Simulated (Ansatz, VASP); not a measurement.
# Ge (Germanium): VASP beside Ansatz

One calculation is typed for both programs; each brings its own data sets and cutoff. How far apart do they land?

Method: plane waves, with VASP 6.6.1 beside it; single point at r2SCAN, in Ansatz 0.2.0.

## (1) The starting structure

It takes space group Fd-3m (No. 227, cubic). The conventional cell has a = 5.658 Å, b = 5.658 Å, c = 5.658 Å, α = 90.00°, β = 90.00°, γ = 90.00°. Nearest to Ge lie 4 Ge at 2.45 Å.

As a file:

```cif
data_structure
_symmetry_space_group_name_H-M 'P 1'
_symmetry_Int_Tables_number 1
_cell_length_a 4.0007
_cell_length_b 4.0007
_cell_length_c 4.0007
_cell_angle_alpha 60.000
_cell_angle_beta 60.000
_cell_angle_gamma 60.000
_cell_volume 45.28
loop_
_atom_site_label
_atom_site_type_symbol
_atom_site_fract_x
_atom_site_fract_y
_atom_site_fract_z
_atom_site_occupancy
Ge1 Ge 0.75000 0.75000 0.75000 1
Ge2 Ge 0.50000 0.50000 0.50000 1
```

## (2) Ansatz: single point, r2SCAN

Ansatz runs on its default PAW (the set named soft_2) files.

A single point gives forces, pressure and levels at one fixed geometry, so differences don't come from the geometry; what else differs is listed under the comparison.

input.yaml reads:

```yaml
crystal:
  lattice:
    - [0.0, 2.82891, 2.82891]
    - [2.82891, 0.0, 2.82891]
    - [2.82891, 2.82891, 0.0]
  atoms:
    - { symbol: Ge, position: [0.75, 0.75, 0.75] }
    - { symbol: Ge, position: [0.5, 0.5, 0.5] }
hamiltonian:
  xc: r2scan
  pseudopotentials: { kind: paw }
kpoints:
  mp_grid: { grid: [7, 7, 7] }
scf:
  occupations: { method: gaussian, width: 0.01 }
  n_extra_bands: 4
output:
  forces: true
  stress: true
  eigenvalues: true
```

The run is started by

```
$ ansatz run input.yaml --threads 2 --pin off --max-ram 4608MiB --backend cpu --events-out ev --progress --plain --runs-dir out
```

Numbers of over 12 decimals in the logs are rounded to 6 here.

Output:

```text
scf.n_extra_bands = 4 over 14 filled bands (N_el = 28.0): the run solves 18 bands
Engine: ansatz 0.2.0, aarch64-unknown-linux-gnu
Pseudopotentials: kind: paw
Pseudopotential: Ge, paw, valence charge 14, recommended cutoff 500 eV (meta_gga), Ge.paw.azcp
Functional definition: r2SCAN
  parameter k0 = 0.174
  parameter k1 = 0.065
  parameter a1 = 4.9479
  exchange = r2scan_x(k0 = k0, k1 = k1, a1 = a1)
  correlation = r2scan_c
Crystal: 2 atoms, lattice volume = 45.278 Å³
Basis set: ecut = 500 eV, 1139 PW (Γ), exchange–correlation on 120×120×120 points (64 copies of the dense FFT grid, shifted against one another)
Bands: 18, of which v1, the nominal top of the filled ones, is band 14 counted from 1 (13 counted from 0)
Symmetry: 48 space group operations
Space group: Fd-3m (ITA 227), of the structure as read, at distance tolerance 3.6e-5 Å
k-points: 20 of 343
Non-local potential: Ge, projectors of the file, l = 0: 2, l = 1: 2, l = 2: 3, l = 3: 1
PAW form: soft (Blöchl's): semilocal exchange-correlation on the pseudo side does not see the compensation charge
PAW frozen core: Ge, regenerated for the run's functional (the file was generated under x = pbe(κ = 0.804, μ = 0.219515), c = pbe(β = 0.066725))
PAW one-centre angular grid: Ge, 590 points (default); XC on 160 Gauss nodes
Initial density: superposition of atomic densities (neutral atoms: chi_scale 0, normalization atom), corrected by the library's trained network
Initial wavefunctions: pseudopotential atomic-orbital guess
Functional: x = r2scan, c = r2scan; τ floored in thin density (d = 2e-4 eV/Å³)
SCF iter   1: F=—  HF=-8605.784935 eV  |F-HF|=—  |Δ(HF+E_count)|=         —  Δρ=6.57e-3  dr2=6.09e-3  dr2_τ=4.63e-3  ethr=1.77e-3  ⟨swp⟩=6.0  Hψ=1694  notcnv=0
preconditioner: auto → none  [insulator: Δε(μ)=0.391 eV  Ē_g=24.435 eV  σ=0.010 eV  W_gap=1.00  n_scr=14 (ndim 8)  ℏωp=29.2 eV  f_vac=0.075  D(μ)=0.00/eV (n_scr^D=0)  ε∞_Penn≈2.4]
SCF iter   2: F=—  HF=-8605.795216 eV  |F-HF|=—  |Δ(HF+E_count)|=   1.03e-2  Δρ=1.52e-3  dr2=5.12e-4  dr2_τ=2.37e-5  ethr=2.17e-5  ⟨swp⟩=3.0  Hψ=939  notcnv=0
SCF iter   3: F=—  HF=-8605.795235 eV  |F-HF|=—  |Δ(HF+E_count)|=   1.90e-5  Δρ=1.08e-3  dr2=1.59e-4  dr2_τ=1.99e-6  ethr=1.83e-6  ⟨swp⟩=2.0  Hψ=719  notcnv=0
SCF iter   4: F=—  HF=-8605.795296 eV  |F-HF|=—  |Δ(HF+E_count)|=   6.10e-5  Δρ=6.08e-5  dr2=1.05e-6  dr2_τ=2.45e-8  ethr=5.66e-7  ⟨swp⟩=2.8  Hψ=530  notcnv=0
SCF iter   5: F=—  HF=-8605.795296 eV  |F-HF|=—  |Δ(HF+E_count)|=   4.19e-7  Δρ=1.44e-5  dr2=5.64e-8  dr2_τ=3.26e-10  ethr=3.77e-9  ⟨swp⟩=2.0  Hψ=562  notcnv=0
SCF iter   6: F=-8605.795296 eV  HF=-8605.795296 eV  |F-HF|=1.32e-9  |Δ(HF+E_count)|=   9.55e-9  Δρ=4.12e-6  dr2=4.82e-9  dr2_τ=5.88e-11  ethr=2.01e-10  ⟨swp⟩=2.0  Hψ=1310  notcnv=0
SCF 1 converged in 6 iterations: F = -8605.795296 eV  dr2 = 4.82e-9
  greatest PAW one-centre occupation: 0.998 electrons in one spin orbital (limit 2), on the Ge atom at site 1 (counted from 0), in its partial waves of l = 2
SCF converged after 6 iterations
Free energy (F): -8605.795296 eV
Harris-Foulkes:  -8605.795296 eV  (|F-HF|=1.32e-9)
Internal energy: -8605.795296 eV  (E = F + TS)
E sigma→0 (E₀):  -8605.795296 eV
Fermi energy:    8.603793 eV
--- Per-component energies (eV) ---
  E_band       = -317.579095
  E_kinetic    = 222.257449
  E_local      = -4944.313015  (includes V_loc(G=0)·N_el)
  E_nonlocal   = 840.194789
  E_hartree    = 2172.119159
  E_xc         = -138.305307
  E_vxc        = -135.947820  (∫ρ·V_xc dr)
  E_paw        = -4068.442171  (= ΣΔE_a)
  E_vpaw       = -651.635227  (= ΣTr[D̂ρ^β])
  E_aug_tail   = 0.000039  (compensation charges beyond the density's cutoff)
  E_vtau       = 7.624106  (kinetic-family band-sum trace: ∫τ·v_τ [+ j·A + Jᵃ·Aᵃ] dr)
  E_ewald      = -2687.134708
  E_core_change = -2.171532  (= ΣΔE_core)
  E_smearing   = -0.000000  (= −TS)
  E_closure    = -0.000000  (closes the sum)
  Σ components = -8605.795296   (vs F -8605.795296, Δ=0.00e0)
--- Forces (eV/Å), atoms counted from 1 ---
  atom   1  Ge     0.00000000     0.00000000     0.00000000
  atom   2  Ge     0.00000000     0.00000000    -0.00000000
  max |Σ_I F_I| component: 1.85e-17 eV/Å
--- Stress (GPa, compression-positive) ---
        0.576062       0.000000       0.000000
        0.000000       0.576062      -0.000000
        0.000000      -0.000000       0.576062
  P = ⅓ Tr σ = 0.5761 GPa (5.761 kbar)
--- Band table (eV; the first three rows and the last of 20) ---
  k-point 0: bands = [... 10 lower, -4.9177, 8.3814, 8.3814, 8.3814, 8.8259, 11.1069, 11.1069, 11.1069]
  k-point 1: bands = [... 10 lower, -4.6572, 5.6787, 7.9465, 7.9465, 9.6892, 11.6893, 11.6893, 12.4842]
  k-point 2: bands = [... 10 lower, -3.9127, 2.9049, 7.3110, 7.3110, 9.2171, 12.3500, 12.3500, 15.1657]
  k-point 19: bands = [... 10 lower, -1.3095, -0.1643, 3.9440, 5.0375, 11.3082, 13.6793, 14.1734, 14.3486]
```

It took 2.7 s on 2 threads of Arm Neoverse N1, shared host; peak memory 0.4 GiB.

The run ends at a pressure of 0.58 GPa.

## (3) VASP: single point, r2SCAN

The same cell, functional, mesh and smearing now go to VASP, with its own data sets and cutoff.

Lines of VASP's logs that name or quote its potential files are left out, and so is its time.

INCAR reads:

```
SYSTEM = Ge
PREC = Accurate
ENCUT = 410
EDIFF = 1E-07
NELM = 100
ISMEAR = 0
SIGMA = 0.01
LREAL = .FALSE.
ALGO = Normal
METAGGA = R2SCAN
LASPH = .TRUE.
NBANDS = 20
LORBIT = 11
LWAVE = .FALSE.
LCHARG = .FALSE.
KPAR = 2
```

POSCAR reads:

```
Ge
1.0
    0.0000000000      2.8289100000      2.8289100000
    2.8289100000      0.0000000000      2.8289100000
    2.8289100000      2.8289100000      0.0000000000
Ge
2
Direct
    0.7500000000      0.7500000000      0.7500000000
    0.5000000000      0.5000000000      0.5000000000
```

KPOINTS reads:

```
Automatic mesh
0
Gamma
7 7 7
0 0 0
```

Potentials, in the order of the species: Ge_d (PBE family, release 64).

The run is started by

```
$ mpirun -np 2 vasp_std
```

Output:

```text
[banner, memory and clock lines left out]
running    2 mpi-ranks, on    1 nodes
 distrk:  each k-point on    1 cores,    2 groups
 distr:  one band on    1 cores,    1 groups

 POSCAR found type information on POSCAR Ge
 POSCAR found :  1 types and       2 ions
|                                                                             |
|               ----> ADVICE to this user running VASP <----                  |
|                                                                             |
|     You enforced a specific xc type in the INCAR file but a different       |
|     [... a line on the potential file left out ...]
|     I HOPE YOU KNOW WHAT YOU ARE DOING!                                     |
|                                                                             |

 LDA part: xc-table for (None), standard interpolation
 POSCAR, INCAR and KPOINTS ok, starting setup
 FFT: planning ... GRIDC
 FFT: planning ... GRID_SOFT
 FFT: planning ... GRID
 WAVECAR not read
 entering main loop
       N       E                     dE             d eps       ncg     rms          rms(c)
DAV:   1     0.158213516115E+03    0.15821E+03   -0.13792E+04   864   0.348E+03
DAV:   2    -0.569608725327E+01   -0.16391E+03   -0.15987E+03   800   0.569E+02
DAV:   3    -0.296710787505E+02   -0.23975E+02   -0.23860E+02   900   0.142E+02
DAV:   4    -0.304057072339E+02   -0.73463E+00   -0.73422E+00   892   0.295E+01
DAV:   5    -0.304175090380E+02   -0.11802E-01   -0.11801E-01   900   0.405E+00    0.338E+00
DAV:   6    -0.277388130733E+02    0.26787E+01   -0.31071E-01   844   0.956E+00    0.196E+00
DAV:   7    -0.277207782727E+02    0.18035E-01   -0.10437E-01  1040   0.429E+00    0.265E-01
DAV:   8    -0.277201170812E+02    0.66119E-03   -0.50837E-03  1036   0.122E+00    0.105E-01
DAV:   9    -0.277202349775E+02   -0.11790E-03   -0.79302E-03  1072   0.183E+00    0.672E-02
DAV:  10    -0.277199882481E+02    0.24673E-03   -0.54544E-04  1024   0.427E-01    0.312E-02
DAV:  11    -0.277199106656E+02    0.77583E-04   -0.36849E-04  1116   0.370E-01    0.679E-03
DAV:  12    -0.277199132259E+02   -0.25603E-05   -0.19172E-05   988   0.651E-02    0.352E-03
DAV:  13    -0.277199173104E+02   -0.40845E-05   -0.86915E-07   924   0.956E-03    0.166E-03
DAV:  14    -0.277199174979E+02   -0.18745E-06   -0.39799E-07   808   0.123E-02    0.853E-04
DAV:  15    -0.277199169921E+02    0.50575E-06   -0.20561E-08   540   0.186E-03    0.990E-05
DAV:  16    -0.277199168544E+02    0.13772E-06   -0.48581E-09   448   0.990E-04    0.852E-05
DAV:  17    -0.277199168857E+02   -0.31338E-07   -0.10871E-09   428   0.393E-04
   1 F= -.27719917E+02 E0= -.27719917E+02  d E =-.616249E-80
```

OUTCAR, selected parts (step 3):

```text
ion  position               nearest neighbor table
   1  0.750  0.750  0.750-   2 2.45   2 2.45   2 2.45   2 2.45
   2  0.500  0.500  0.500-   1 2.45   1 2.45   1 2.45   1 2.45

  LATTYP: Found a face centered cubic cell.
 ALAT       =     5.6578200000

 Subroutine GETGRP returns: Found 48 space group operations
 (whereof 24 operations were pure point group operations)

The static configuration has the point symmetry T_d .
 The point group associated with its full space group is O_h .

 Found     20 irreducible k-points:

   k-points           NKPTS =     20   k-points in BZ     NKDIM =     20   number of bands    NBANDS=     20

   dimension x,y,z NGX =    28 NGY =   28 NGZ =   28
   dimension x,y,z NGXF=    56 NGYF=   56 NGZF=   56

   ENCUT  =  410.0 eV  30.13 Ry    5.49 a.u.   6.61  6.61  6.61*2*pi/ulx,y,z

   NELECT =      28.0000    total number of electrons

 k-points in reciprocal lattice and weights: Automatic mesh
   0.00000000  0.00000000  0.00000000       0.003
   0.14285714  0.00000000  0.00000000       0.023
   0.28571429  0.00000000  0.00000000       0.023
   0.42857143  0.00000000  0.00000000       0.023
   0.14285714  0.14285714  0.00000000       0.017
   0.28571429  0.14285714  0.00000000       0.070
   0.42857143  0.14285714  0.00000000       0.070
  -0.42857143  0.14285714  0.00000000       0.070
  -0.28571429  0.14285714  0.00000000       0.070
[...]
-0.42857143  0.42857143  0.14285714       0.070
  -0.28571429  0.42857143  0.14285714       0.070

 average (electrostatic) potential at core
       1 -79.4384       2 -79.4384

 E-fermi :   4.9355

 k-point     1 :       0.0000    0.0000    0.0000
  band No.  band energies     occupation
    ...
     10     -20.4099      2.00000
     11      -8.5005      2.00000
     12       4.8032      2.00000
     13       4.8033      2.00000
     14       4.8033      2.00000
     15       5.2071      0.00000
     16       7.5162      0.00000
     17       7.5163      0.00000
     18       7.5163      0.00000
     19      11.8638      0.00000
    ...

 k-point     2 :       0.1429    0.0000    0.0000
  band No.  band energies     occupation
    ...
     10     -20.4002      2.00000
     11      -8.2402      2.00000
     12       2.0895      2.00000
     13       4.3672      2.00000
     14       4.3673      2.00000
     15       6.0849      0.00000
     16       8.0994      0.00000
     17       8.0995      0.00000
     18       8.8902      0.00000
     19      12.9918      0.00000
    ...

 k-point     3 :       0.2857    0.0000    0.0000
  band No.  band energies     occupation
    ...
     10     -20.3905      2.00000
     11      -7.4961      2.00000
     12      -0.6813      2.00000
     13       3.7310      2.00000
     14       3.7311      2.00000
     15       5.6161      0.00000
     16       8.7621      0.00000
     17       8.7622      0.00000
     18      11.5659      0.00000
     19      13.3081      0.00000
    ...

  Total        0.0749958      0.0749958      0.0749958      0.0000000     -0.0000000     -0.0000000
  in kB        2.6537510      2.6537510      2.6537510      0.0000000     -0.0000000     -0.0000000
  external PRESSURE =       2.6537510 kB  Pullay stress =       0.0000000 kB

  energy-cutoff  :      410.00
  volume of cell :       45.28
      direct lattice vectors                 reciprocal lattice vectors
     0.000000000  2.828910000  2.828910000    -0.176746521  0.176746521  0.176746521
     2.828910000  0.000000000  2.828910000     0.176746521 -0.176746521  0.176746521
     2.828910000  2.828910000  0.000000000     0.176746521  0.176746521 -0.176746521

 POSITION                                       TOTAL-FORCE (eV/Angst)
 -----------------------------------------------------------------------------------
      4.24336      4.24336      4.24336        -0.000000      0.000000     -0.000000
      2.82891      2.82891      2.82891         0.000000     -0.000000      0.000000
 -----------------------------------------------------------------------------------
    total drift:                                0.000000      0.000000      0.000000

  FREE ENERGIE OF THE ION-ELECTRON SYSTEM (eV)
  ---------------------------------------------------
  free  energy   TOTEN  =       -27.7199168857 eV

  energy  without entropy=      -27.7199168857  energy(sigma->0) =      -27.71991689

 total charge
# of ion       s       p       d       tot
------------------------------------------
    1        1.100   1.296  10.023  12.419
    2        1.100   1.296  10.023  12.419
--------------------------------------------------
tot          2.201   2.591  20.045  24.837

[... 3 further parts left out ...]
```

The run ends at a pressure of 0.27 GPa.

## (4) Comparison

Known differences besides the potentials themselves: VASP keeps PBE cores, Ansatz makes them for the functional; the cutoff is 500 eV in Ansatz and 410 eV in VASP. Total energies have different zeros and are not compared.

Compared:

| quantity | Ansatz | VASP | difference |
| --- | --- | --- | --- |
| pressure (GPa) | 0.58 | 0.27 | +0.31 |
| pressure without Ansatz's Pulay correction (GPa) | 0.53 | 0.27 | +0.26 |
| gap on the k mesh (eV) | 0.444 | 0.404 | +0.041 |

A gap on the mesh is an upper bound, since the band edges may lie between its points. Ansatz's pressure holds a Pulay correction of 0.05 GPa; VASP's holds none.

## (5) What came out

| Property | Result |
| --- | --- |
| difference in gap on the k mesh (single point, r2SCAN) | 0.041 eV |

**Reading.** The difference in gap on the k mesh is 0.041 eV (single point, r2SCAN), within the 0.08 eV picked in this series as the mark of a large difference. How closely two codes agree says nothing of how well the functional describes the real material.

[Lines on the potential files, build, host, timing and source positions are cut from VASP's logs without a mark.]

[Logs are printed without paths, hosts, clocks, repeated set-up lines and the standing remarks that a program may print on its own settings, such as how far it seeks lower states.]

[Hosts, paths, dates, database ids (printed as entryN), source tags and the programs' standing remarks are cut or masked in the printed files.]
